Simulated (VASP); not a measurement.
# MgAlCu3Se4 (P-43m) in VASP: density of states with PBEsol

Aim: the density of states of MgAlCu3Se4 with PBEsol.

All numbers are computed with VASP 6.6.1; they aren't measurements. Logs are shortened: lines on timing, memory, paths and dates and some standing lists are left out, and cuts for length are marked.

## (1) The crystal as given

Symmetry: P-43m, No. 215, cubic system. The conventional cell has a = 5.785 Å, b = 5.785 Å, c = 5.785 Å, α = 90.00°, β = 90.00°, γ = 90.00°. Mg (site symmetry -43m) is surrounded by 4 Se at 2.59 Å. Al (site symmetry -43m) has 4 Se at 2.42 Å as nearest neighbours. Cu (site symmetry -42m) is surrounded by 4 Se at 2.48 Å. Se (site symmetry 3m) has 1 Al at 2.42 Å and 3 Cu at 2.48 Å and 1 Mg at 2.59 Å as nearest neighbours.

The cell comes from a database or a generator and needn't be the stable form of this composition.

## (2) Density of states, PBEsol

Contents of POSCAR:

```
MgAlCu3Se4
1.0
    5.7855000000      0.0000000000      0.0000000000
    0.0000000000      5.7855000000      0.0000000000
    0.0000000000      0.0000000000      5.7855000000
Mg Al Cu Se
1 1 3 4
Direct
    0.5000000000      0.5000000000      0.5000000000
    0.0000000000      0.0000000000      0.0000000000
    0.0000000000      0.5000000000      0.0000000000
    0.0000000000      0.0000000000      0.5000000000
    0.5000000000      0.0000000000      0.0000000000
    0.2419500000      0.2419500000      0.2419500000
    0.7580500000      0.7580500000      0.2419500000
    0.2419500000      0.7580500000      0.7580500000
    0.7580500000      0.2419500000      0.7580500000
```

Contents of INCAR.step1:

```
ALGO = Fast ; EDIFF = 1E-7
ENCUT = 520 ; GGA = PS
ISIF = 2 ; ISMEAR = -1
LASPH = T ; LCHARG = T
LMAXMIX = 4 ; LREAL = F
LWAVE = F ; NBANDS = 41
NELM = 100 ; PREC = Accurate
SIGMA = 0.05
```

Contents of KPOINTS.step1:

```
k-points
0
Gamma
  4 4 4
```

Contents of INCAR.step2:

```
ALGO = Fast ; EDIFF = 1E-7
ENCUT = 520 ; GGA = PS
ICHARG = 11 ; ISIF = 2
ISMEAR = -5 ; LASPH = T
LCHARG = F ; LMAXMIX = 4
LORBIT = 11 ; LREAL = F
LWAVE = F ; NEDOS = 1001
NELM = 100 ; PREC = Accurate
SIGMA = 0.05
```

Contents of KPOINTS.step2:

```
k-points
0
Gamma
  6 6 6
```

Potentials or basis: VASP PAW PBE potentials, release 64 (Mg, Al, Cu, Se).

Command:

```sh
cat potpaw_PBE.64/Mg/POTCAR potpaw_PBE.64/Al/POTCAR potpaw_PBE.64/Cu/POTCAR potpaw_PBE.64/Se/POTCAR > POTCAR
cp INCAR.step1 INCAR
cp KPOINTS.step1 KPOINTS
mpirun -np 1 vasp_std > vasp.out
cp INCAR.step2 INCAR
cp KPOINTS.step2 KPOINTS
mpirun -np 1 vasp_std > vasp.out
```

OUTCAR:

```text
EDIFF = 1E-7
   ENCUT = 520
   GGA = PS
   ICHARG = 11
   ISIF = 2
   ISMEAR = -5
   LASPH = T
   LORBIT = 11
   LREAL = F
   NELM = 100
   PREC = Accurate

 ion  position               nearest neighbor table
   1  0.500  0.500  0.500-   6 2.59   7 2.59   8 2.59   9 2.59
   2  0.000  0.000  0.000-   6 2.42   7 2.42   8 2.42   9 2.42   4 2.89   5 2.89   3 2.89   4 2.89
                             3 2.89   5 2.89
   3  0.000  0.500  0.000-   6 2.48   7 2.48   8 2.48   9 2.48   2 2.89   2 2.89
   4  0.000  0.000  0.500-   6 2.48   7 2.48   8 2.48   9 2.48   2 2.89   2 2.89
   5  0.500  0.000  0.000-   6 2.48   7 2.48   8 2.48   9 2.48   2 2.89   2 2.89
   6  0.242  0.242  0.242-   2 2.42   3 2.48   4 2.48   5 2.48   1 2.59
   7  0.758  0.758  0.242-   2 2.42   3 2.48   4 2.48   5 2.48   1 2.59
   8  0.242  0.758  0.758-   2 2.42   3 2.48   4 2.48   5 2.48   1 2.59
   9  0.758  0.242  0.758-   2 2.42   3 2.48   4 2.48   5 2.48   1 2.59

  LATTYP: Found a simple cubic cell.
 ALAT       =     5.7855000000

  Lattice vectors:

 A1 = (   5.7855000000,   0.0000000000,   0.0000000000)
 A2 = (   0.0000000000,   5.7855000000,   0.0000000000)
 A3 = (   0.0000000000,   0.0000000000,   5.7855000000)

Analysis of symmetry for initial positions (statically):
=====================================================================
 Subroutine PRICEL returns:
 Original cell was already a primitive cell.

 Routine SETGRP: Setting up the symmetry group for a
 simple cubic supercell.

 Subroutine GETGRP returns: Found 24 space group operations
 (whereof 24 operations were pure point group operations)
 out of a pool of 48 trial point group operations.

The static configuration has the point symmetry T_d .

Analysis of symmetry for dynamics (positions and initial velocities):
=====================================================================
 Subroutine PRICEL returns:
 Original cell was already a primitive cell.

 Routine SETGRP: Setting up the symmetry group for a
 simple cubic supercell.

 Subroutine GETGRP returns: Found 24 space group operations
 (whereof 24 operations were pure point group operations)
 out of a pool of 48 trial point group operations.

The dynamic configuration has the point symmetry T_d .

 Subroutine INISYM returns: Found 24 space group operations
 (whereof 24 operations are pure point group operations),
 and found     1 'primitive' translations

----------------------------------------------------------------------------------------

                                     Primitive cell

  volume of cell :     193.6523

  direct lattice vectors                    reciprocal lattice vectors
     5.785500000  0.000000000  0.000000000     0.172845908  0.000000000  0.000000000
     0.000000000  5.785500000  0.000000000     0.000000000  0.172845908  0.000000000
     0.000000000  0.000000000  5.785500000     0.000000000  0.000000000  0.172845908

  length of vectors
     5.785500000  5.785500000  5.785500000     0.172845908  0.172845908  0.172845908

  position of ions in fractional coordinates (direct lattice)
     0.500000000  0.500000000  0.500000000
     0.000000000  0.000000000  0.000000000
     0.000000000  0.500000000  0.000000000
     0.000000000  0.000000000  0.500000000
     0.500000000  0.000000000  0.000000000
     0.241950000  0.241950000  0.241950000
     0.758050000  0.758050000  0.241950000
     0.241950000  0.758050000  0.758050000
     0.758050000  0.241950000  0.758050000

  ion indices of the primitive-cell ions
   primitive index   ion index
                 1           1
                 2           2
                 3           3
                 4           4
                 5           5
                 6           6
                 7           7
                 8           8
                 9           9

----------------------------------------------------------------------------------------

 KPOINTS: k-points

Automatic generation of k-mesh.
 Grid dimensions read from file:
 generate k-points for:    6    6    6

 Generating k-lattice:

  Cartesian coordinates                     Fractional coordinates (reciprocal lattice)
     0.028807651  0.000000000  0.000000000     0.166666667  0.000000000  0.000000000
     0.000000000  0.028807651  0.000000000     0.000000000  0.166666667  0.000000000
     0.000000000  0.000000000  0.028807651     0.000000000  0.000000000  0.166666667

  Length of vectors
     0.028807651  0.028807651  0.028807651

  Shift w.r.t. Gamma in fractional coordinates (k-lattice)
     0.000000000  0.000000000  0.000000000

 TETIRR: Found    104 inequivalent tetrahedra from     1296

 Subroutine IBZKPT returns following result:
 ===========================================

 Found     20 irreducible k-points:

 Following reciprocal coordinates:
            Coordinates               Weight
  0.000000  0.000000  0.000000      1.000000
  0.166667  0.000000  0.000000      6.000000
  0.333333  0.000000  0.000000      6.000000
  0.500000  0.000000  0.000000      3.000000
  0.166667  0.166667  0.000000     12.000000
  0.333333  0.166667  0.000000     24.000000
[... 12 lines left out ...]
  0.500000  0.500000  0.333333      6.000000
  0.500000  0.500000  0.500000      1.000000
   k-points           NKPTS =     20   k-points in BZ     NKDIM =     20   number of bands    NBANDS=     37
   number of dos      NEDOS =   1001   number of ions     NIONS =      9
   total plane-waves  NPLWV = 110592
   dimension x,y,z NGX =    48 NGY =   48 NGZ =   48
   dimension x,y,z NGXF=    96 NGYF=   96 NGZF=   96
   ions per type =               1   1   3   4
   NGX,Y,Z   is equivalent  to a cutoff of  13.79, 13.79, 13.79 a.u.
   NGXF,Y,Z  is equivalent  to a cutoff of  27.59, 27.59, 27.59 a.u.
 SYSTEM =  unknown system
   PREC   = accura    normal or accurate (medium, high low for compatibility)
   ISTART =      0    job   : 0-new  1-cont  2-samecut
   ICHARG =     11    charge: 1-file 2-atom 10-const
   ISPIN  =      1    spin polarized calculation?
   LNONCOLLINEAR =      F non collinear calculations
   LSORBIT =      F    spin-orbit coupling
   LASPH  =      T    aspherical Exc in radial PAW
   ENCUT  =  520.0 eV  38.22 Ry    6.18 a.u.  10.76 10.76 10.76*2*pi/ulx,y,z
   NELM   =    100;   NELMIN=  2; NELMDL=  0     # of ELM steps
   EDIFF  = 0.1E-06   stopping-criterion for ELM
   LREAL  =      F    real-space projection
   EDIFFG = 0.1E-05   stopping-criterion for IOM
   NSW    =      0    number of steps for IOM
   IBRION =     -1    ionic relax: 0-MD 1-quasi-New 2-CG
   NFREE  =      0    steps in history (QN), initial steepest desc. (CG)
   ISIF   =      2    stress and relaxation
   ISYM   =      2    0-nonsym 1-usesym 2-fastsym
   POTIM  = 0.5000    time-step for ionic-motion
   TEBEG  =    0.0;   TEEND  =   0.0 temperature during run
   PSTRESS=    0.0 pullay stress
   NELECT =      62.0000    total number of electrons
   NUPDOWN=      -1.0000    fix difference up-down
   EMIN   =  10.00;   EMAX   =-10.00  energy-range for DOS
   EFERMI =   0.00;   METHOD = LEGACY
   ISMEAR =    -5;   SIGMA  =   0.05  broadening in eV -4-tet -1-fermi 0-gaus
   EFERMI_NEDOS =   21; number of points for ismear=-14 and -15
   IALGO  =     68    algorithm
   IMIX   =      4    mixing-type and parameters
     AMIX     =   0.40;   BMIX     =  1.00
     AMIX_MAG =   1.60;   BMIX_MAG =  1.00
  volume/ion in A,a.u.               =      21.52       145.20
  Fermi-wavevector in a.u.,A,eV,Ry     =   1.119948  2.116395 17.065561  1.254283
  Thomas-Fermi vector in A             =   2.256591
   LORBIT       =     11    0 simple, 1 ext, 2 COOP (PROOUT), +10 PAW based schemes
   GGA     = PS    functional components
   LHFCALC =     F    Hartree Fock is set to
   AEXX    =    0.0000 exact exchange contribution
   IVDW    =     0    specifies the selected vdW correction
   LEPSILON=     F    determine dielectric tensor
   LRPA    =     F    only Hartree local field effects (RPA)
 non-spin polarized calculation
 RMM-DIIS sequential band-by-band and
 Fermi weights with tetrahedron method with Bloechl corrections
  energy-cutoff  :      520.00
  volume of cell :      193.65
 maximum number of plane-waves:      5248
 NGX is ok and might be reduce to    48

 number of electron      61.9999978 magnetization

 Free energy of the ion-electron system (eV)
  ---------------------------------------------------
  ext. energy  EPLUGINS =         0.00000000
  ---------------------------------------------------
  free energy    TOTEN  =       -37.90060560 eV

  energy without entropy =      -37.90060560  energy(sigma->0) =      -37.90060560

 E-fermi :   3.7454     XC(G=0):  -9.4697

 val. band max:        3.7459023289   @ k =   0.0000   0.0000   0.0000
 cond. band min:       3.7428391874   @ k =   0.5000   0.5000   0.5000
 fundamental gap:     -0.0030631415
 Fermi energy:         3.7453634968

 k-point     1 :       0.0000    0.0000    0.0000
  band No.  band energies     occupation
      1     -10.5502      2.00000
      2      -9.4616      2.00000
      3      -9.4616      2.00000
      4      -9.4616      2.00000
      5      -3.4958      2.00000
      6      -1.5929      2.00000
[... 29 lines left out ...]
     36       5.5126      0.00000
     37       7.0578      0.00000

 k-point     2 :       0.1667    0.0000    0.0000
  band No.  band energies     occupation
      1     -10.4983      2.00000
      2      -9.5366      2.00000
      3      -9.4599      2.00000
      4      -9.4599      2.00000
      5      -3.3856      2.00000
      6      -1.5255      2.00000
[... 29 lines left out ...]
     36       5.8498      0.00000
     37       7.2157      0.00000

 k-point     3 :       0.3333    0.0000    0.0000
  band No.  band energies     occupation
      1     -10.3622      2.00000
      2      -9.7177      2.00000
      3      -9.4566      2.00000
      4      -9.4566      2.00000
      5      -3.1064      2.00000
      6      -1.5179      2.00000
[... 29 lines left out ...]
     36       6.7255      0.00000
     37       7.6030      0.00000

 k-point     4 :       0.5000    0.0000    0.0000
  band No.  band energies     occupation
      1     -10.2545      2.00000
      2      -9.8475      2.00000
      3      -9.4549      2.00000
      4      -9.4549      2.00000
      5      -2.9022      2.00000
      6      -1.7556      2.00000
[... 29 lines left out ...]
     36       7.5509      0.00000
     37       7.5885      0.00000
[... 523 lines left out ...]
      1     -10.0257      2.00000
      2      -9.7058      2.00000
      3      -9.6432      2.00000
      4      -9.6181      2.00000
      5      -3.2957      2.00000
      6      -1.9074      2.00000
[... 29 lines left out ...]
     36       7.2749      0.00000
     37       7.8273      0.00000

 k-point    19 :       0.5000    0.5000    0.3333
  band No.  band energies     occupation
      1      -9.9838      2.00000
      2      -9.6734      2.00000
      3      -9.6734      2.00000
      4      -9.6514      2.00000
      5      -3.3913      2.00000
      6      -2.0009      2.00000
[... 29 lines left out ...]
     36       7.6536      0.00000
     37       7.7062      0.00000

 k-point    20 :       0.5000    0.5000    0.5000
  band No.  band energies     occupation
      1      -9.9573      2.00000
      2      -9.6695      2.00000
      3      -9.6695      2.00000
      4      -9.6695      2.00000
      5      -3.5075      2.00000
      6      -2.0685      2.00000
[... 29 lines left out ...]
     36       7.6310      0.00000
     37       7.6314      0.00000

------------------------ aborting loop because EDIFF is reached ----------------------------------------

  FORCE on cell =-STRESS in cart. coord.  units (eV):
  Direction    XX          YY          ZZ          XY          YZ          ZX
  --------------------------------------------------------------------------------------
  -------------------------------------------------------------------------------------
  Total       -1.3965803     -1.3965803     -1.3965803     -0.0000000      0.0000000      0.0000000
  in kB      -11.5545705    -11.5545705    -11.5545705     -0.0000000      0.0000000      0.0000000
  external PRESSURE =     -11.5545705 kB  Pullay stress =       0.0000000 kB

 VOLUME and BASIS-vectors are now :
 -----------------------------------------------------------------------------
  energy-cutoff  :      520.00
  volume of cell :      193.65
      direct lattice vectors                 reciprocal lattice vectors
     5.785500000  0.000000000  0.000000000     0.172845908  0.000000000  0.000000000
     0.000000000  5.785500000  0.000000000     0.000000000  0.172845908  0.000000000
     0.000000000  0.000000000  5.785500000     0.000000000  0.000000000  0.172845908

 POSITION                                       TOTAL-FORCE (eV/Angst)
 -----------------------------------------------------------------------------------
      2.89275      2.89275      2.89275         0.000000     -0.000000      0.000000
      0.00000      0.00000      0.00000         0.000000     -0.000000      0.000000
      0.00000      2.89275      0.00000         0.000000     -0.000000      0.000000
      0.00000      0.00000      2.89275         0.000000     -0.000000      0.000000
      2.89275      0.00000      0.00000        -0.000000     -0.000000      0.000000
      1.39980      1.39980      1.39980        -0.056675     -0.056675     -0.056675
      4.38570      4.38570      1.39980         0.056675      0.056675     -0.056675
      1.39980      4.38570      4.38570        -0.056675      0.056675      0.056675
      4.38570      1.39980      4.38570         0.056675     -0.056675      0.056675
 -----------------------------------------------------------------------------------
    total drift:                                0.000000      0.000000      0.000000

  FREE ENERGIE OF THE ION-ELECTRON SYSTEM (eV)
  ---------------------------------------------------
  free  energy   TOTEN  =       -37.9006056033 eV

  energy  without entropy=      -37.9006056033  energy(sigma->0) =      -37.90060560

 total charge

# of ion       s       p       d       tot
------------------------------------------
    1        0.161   0.116   0.030   0.306
    2        0.349   0.327   0.000   0.676
    3        0.358   0.320   9.277   9.955
    4        0.358   0.320   9.277   9.955
    5        0.358   0.320   9.277   9.955
    6        1.432   2.417   0.045   3.894
    7        1.432   2.417   0.045   3.894
    8        1.432   2.417   0.045   3.894
    9        1.432   2.417   0.045   3.894
--------------------------------------------------
tot          7.311  11.069  28.041  46.422
```

It took 5 min on 1 thread of Intel Xeon Platinum 8488C (Sapphire Rapids), shared host; peak memory 0.38 GiB.

What came out:

```yaml
Valence_electrons_inside_the_program's_atomic_spheres: Mg 0.31; Al 0.68; Cu 9.96; Se 3.89
```

States per cell in windows of 1 eV (zero at the Fermi level; states under -8 eV left out):
| from (eV) | total | Cu3_d | Cu5_d | Cu4_d | Se6_p | Se7_p | Se8_p |
| --- | --- | --- | --- | --- | --- | --- | --- |
| -8.0 | 0.21 | 0.00 | 0.00 | 0.00 | 0.01 | 0.01 | 0.01 |
| -7.0 | 1.73 | 0.02 | 0.02 | 0.02 | 0.10 | 0.10 | 0.10 |
| -6.0 | 5.45 | 0.06 | 0.06 | 0.06 | 0.41 | 0.41 | 0.41 |
| -5.0 | 5.99 | 0.23 | 0.23 | 0.23 | 0.51 | 0.51 | 0.51 |
| -4.0 | 9.76 | 1.13 | 1.13 | 1.13 | 0.76 | 0.76 | 0.76 |
| -3.0 | 11.38 | 3.36 | 3.36 | 3.36 | 0.03 | 0.03 | 0.03 |
| -2.0 | 13.43 | 3.49 | 3.49 | 3.49 | 0.21 | 0.21 | 0.21 |
| -1.0 | 6.04 | 1.08 | 1.08 | 1.08 | 0.31 | 0.31 | 0.31 |
| 0.0 | 0.47 | 0.01 | 0.01 | 0.01 | 0.01 | 0.01 | 0.01 |
| 1.0 | 1.60 | 0.03 | 0.03 | 0.03 | 0.04 | 0.04 | 0.04 |
| 2.0 | 3.67 | 0.07 | 0.07 | 0.07 | 0.07 | 0.07 | 0.07 |
| 3.0 | 4.55 | 0.08 | 0.08 | 0.08 | 0.11 | 0.11 | 0.11 |
| 4.0 | 1.73 | 0.03 | 0.03 | 0.03 | 0.05 | 0.05 | 0.05 |

Caveat: the PAW data sets were made with another functional, which shifts forces and pressure a little; the run has no spin polarisation, though such a crystal can be magnetic; tetrahedron occupations give inexact forces and stress in metals.
